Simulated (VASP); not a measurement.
```yaml
crystal:
  lattice:
    - [0.00000, 2.51051, 2.51051]
    - [2.51051, 0.00000, 2.51051]
    - [2.51051, 2.51051, 0.00000]
  atoms:
    - { symbol: Hf, position: [0.00000, 0.00000, 0.00000] }
    - { symbol: O, position: [0.25000, 0.25000, 0.25000] }
    - { symbol: O, position: [0.75000, 0.75000, 0.75000] }
```

Method: PBEsol GGA, VASP's PBE PAW potentials (set 64) (plane waves; VASP 6.6.1). Settings: 520 eV cut-off, 12×12×12 Γ-centred mesh, Gaussian smearing of 0.010 eV, potentials Hf_pv O.

Unless said otherwise, spin-orbit coupling is left out, though it shifts the bands of the heavy elements here.

### Question
Predict the energy per atom (σ→0), band gap (on the k-mesh) with the smallest direct gap where there is one.

### Answer

```
Property                                       Value
-----------------------------------  ---------------
band gap (on the k-mesh)                     3.75 eV
smallest direct gap (on the k-mesh)          3.75 eV
energy per atom (σ→0)                -10546 meV/atom
```

The compound is HfO2 in the fluorite structure, the high-temperature cubic form, which is unstable at 0 K; the monoclinic form is the stable one. It was relaxed first.
